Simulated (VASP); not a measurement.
VASP ran on this input.

**INCAR**
```
# general
SYSTEM  = KI
PREC    = Accurate
ENCUT   = 480   # plane-wave cut-off (eV)
LREAL   = F
LASPH   = T   # aspherical one-centre terms

# electronic loop
EDIFF   = 1E-7   # SCF stop (eV)
NELM    = 100   # most electronic steps
ALGO    = Normal
LMAXMIX = 4
LMIXTAU = T

# smearing
ISMEAR  = 0
SIGMA   = 0.05

# functional
METAGGA = R2SCAN

# ions
ISIF    = 2   # forces and stress, cell fixed

# output
LWAVE   = F
LCHARG  = F
```

**POSCAR**
```
KI
1.0
  0.0000000000   3.5481924204   3.5481924204
  3.5481924204   0.0000000000   3.5481924204
  3.5481924204   3.5481924204   0.0000000000
K I
1 1
Cartesian
  0.0000000000   0.0000000000   0.0000000000
  3.5731924207   3.5481924204   3.5481924204
```

File KPOINTS:
```
Automatic mesh
0
Gamma
 6 6 6
0 0 0
```

POTCAR, in this order: K_sv I (PBE.64 set). Program: vasp_std.

### Question
Translate this r2SCAN calculation to Ansatz.

### Answer
One equivalent input (not run):
Ansatz 0.2 input:
```yaml
crystal:
  lattice:
    - [0.0000000, 3.5481924, 3.5481924]
    - [3.5481924, 0.0000000, 3.5481924]
    - [3.5481924, 3.5481924, 0.0000000]
  atoms:
    - { symbol: K, position: [0.0000000, 0.0000000, 0.0000000] }
    - { symbol: I, position: [0.4964771, 0.5035229, 0.5035229] }
kpoints:
  mp_grid: { grid: [6, 6, 6] }
hamiltonian:
  xc: r2scan
  pseudopotentials: { kind: paw }
scf:
  occupations: { method: gaussian, width: 0.05 }
  max_iter: 100
output: { forces: true, stress: true, eigenvalues: true }
```
Limits of the translation: each code has its own PAW files, so the cut-off isn't converted (ENCUT is set for VASP's; basis.ecutwfc is left out, and Ansatz then takes the one that its files recommend); Ansatz stops its SCF on the density residual and VASP on the energy change (EDIFF).

The compound is KI in the rock salt structure. This cell was strained or had an atom moved on purpose.
